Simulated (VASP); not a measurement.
## Sn2HBr3: density of states with PBE

Crystal: Sn2HBr3.

```
CELL_PARAMETERS angstrom
4.14700 0.00000 0.00000
-2.07350 3.59140 0.00000
0.00000 0.00000 12.76644
ATOMIC_POSITIONS crystal
Sn 0.33333 0.66667 0.43726
Sn 0.33333 0.66667 0.01209
H 0.66667 0.33333 0.05547
Br 0.66667 0.33333 0.57678
Br 0.00000 0.00000 0.29411
Br 0.00000 0.00000 0.87420
```

The cell was built by a generator and needn't be a form met in nature.

* Program: VASP 6.6.1
* Task: density of states
* Functional: PBE
* Potentials or basis: VASP PAW PBE potentials, release 64 (Sn_d, H, Br)
* Cutoff: 520 eV
* k mesh: 8 × 8 × 4
* Occupations: gaussian, width 0.1 eV
* Spin: no spin polarisation
* k mesh for the DOS: 12 × 12 × 6
* Occupations for the DOS: tetrahedron
* Further INCAR settings: ALGO = Fast; EDIFF = 1e-06; NBANDS = 34

```
Valence electrons inside the program's atomic spheres : Sn 11.99, 11.96; H 0.47; Br 4.83, 4.84
```

Levels at points of the mesh, in eV from the valence-band top:
| k point | band 23 | band 24 | band 25 | band 26 | band 27 | band 28 |
| --- | --- | --- | --- | --- | --- | --- |
| (0.00, 0.00, 0.00) | -2.88 | -2.22 | -0.13 | 0.48 | 1.84 | 1.84 |
| (0.50, 0.00, 0.00) | -3.37 | -2.65 | -2.20 | 0.79 | 1.80 | 2.03 |
| (0.00, 0.00, 0.50) | -2.88 | -2.48 | 0.00 | 0.40 | 1.84 | 1.84 |
| (0.50, 0.00, 0.50) | -3.31 | -2.74 | -2.13 | 0.71 | 1.80 | 1.99 |

States per cell in windows of 0.5 eV (zero at the valence-band top; states under -8 eV left out):
```csv
from (eV),total,Br6_p,Br4_p,Br5_p,Sn1_p,Sn2_p,Sn2_s
-8.0,0.76,0.04,0.00,0.00,0.00,0.00,0.35
-7.5,1.23,0.11,0.00,0.00,0.00,0.01,0.61
-7.0,0.00,0.00,0.00,0.00,0.00,0.00,0.00
-6.5,0.00,0.00,0.00,0.00,0.00,0.00,0.00
-6.0,0.69,0.00,0.13,0.13,0.07,0.00,0.00
-5.5,1.29,0.00,0.26,0.27,0.12,0.00,0.00
-5.0,2.90,0.22,0.48,0.51,0.17,0.09,0.02
-4.5,2.88,0.31,0.55,0.54,0.11,0.07,0.01
-4.0,5.15,0.66,1.12,1.13,0.03,0.09,0.01
-3.5,2.18,0.90,0.07,0.08,0.00,0.11,0.09
-3.0,1.46,0.55,0.07,0.07,0.00,0.07,0.05
-2.5,2.62,0.27,0.44,0.42,0.01,0.03,0.07
-2.0,0.50,0.11,0.00,0.01,0.00,0.03,0.06
-1.5,0.25,0.04,0.00,0.00,0.00,0.02,0.04
-1.0,0.18,0.02,0.00,0.00,0.00,0.02,0.04
-0.5,0.20,0.02,0.00,0.00,0.00,0.02,0.04
0.0,0.00,0.00,0.00,0.00,0.00,0.00,0.00
0.5,1.41,0.03,0.10,0.08,0.35,0.06,0.01
1.0,1.21,0.04,0.08,0.06,0.26,0.11,0.00
1.5,3.58,0.15,0.16,0.17,0.81,0.53,0.02
2.0,3.67,0.17,0.17,0.19,0.76,0.72,0.02
2.5,0.39,0.01,0.01,0.02,0.05,0.13,0.00
3.0,0.12,0.00,0.00,0.00,0.00,0.05,0.00
3.5,0.84,0.02,0.01,0.00,0.00,0.18,0.01
4.0,1.09,0.03,0.01,0.01,0.01,0.17,0.01
4.5,1.31,0.03,0.01,0.01,0.02,0.17,0.00
5.0,1.87,0.04,0.03,0.05,0.02,0.04,0.01
5.5,1.53,0.03,0.03,0.03,0.02,0.04,0.00
6.0,0.92,0.03,0.03,0.01,0.01,0.02,0.00
6.5,0.38,0.02,0.02,0.01,0.00,0.01,0.00
7.0,0.00,0.00,0.00,0.00,0.00,0.00,0.00
7.5,0.00,0.00,0.00,0.00,0.00,0.00,0.00
```

It took 2.2 min on 4 MPI ranks on AMD EPYC 9R14 (Zen 4), with other jobs on the host, peak memory 0.64 GiB a rank.
